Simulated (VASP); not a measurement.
Energy against volume of KF (rock salt). These are optB86b-vdW, VASP's PBE PAW potentials (set 64) (plane waves; VASP) values and carry that method's errors.

| V (Å³/atom) | E (eV/atom) |
|---|---|
| 17.821 | -2.16194 |
| 18.390 | -2.16865 |
| 18.958 | -2.17098 |
| 19.527 | -2.16968 |
| 20.096 | -2.16532 |

**Question.** Fit a third-order Birch-Murnaghan equation of state.

**Answer.** 
| Property | Value |
|---|---|
| volume per atom | 19.02 Å³/atom |
| bulk modulus | 33.6 GPa |
| pressure derivative of the bulk modulus | 5.07 |
| lattice constant a | 5.339 Å |

The compound is KF in the rock salt structure. It was relaxed first.
